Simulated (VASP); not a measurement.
Energy against volume of ZnS (zinc blende). Calculation: HSEsol screened hybrid, VASP's PBE PAW potentials (set 64) (plane waves; VASP). Settings: 520 eV cut-off, 6×6×6 Γ-centred mesh, Gaussian smearing of 0.050 eV, potentials Zn S.

| V (Å³/atom) | E (eV/atom) |
|---|---|
| 18.993 | -4.44523 |
| 19.599 | -4.44560 |
| 20.205 | -4.43698 |
| 20.811 | -4.42042 |

Question: Fit these four points and predict the energy of the run at 18.386 Å³/atom.

Answer: A cubic in V^(−2/3), the third-order Birch-Murnaghan form, passes through the four points with V0 = 19.32 Å³/atom and B0 = 80 GPa, and gives -4.4347 eV/atom there. The run gave -4.4342 eV/atom, +0.5 meV/atom from the fit; all five points give B0 = 82 GPa.

The compound is ZnS in the zinc blende structure. It was relaxed first. The cell's shape comes from a PBE relaxation.
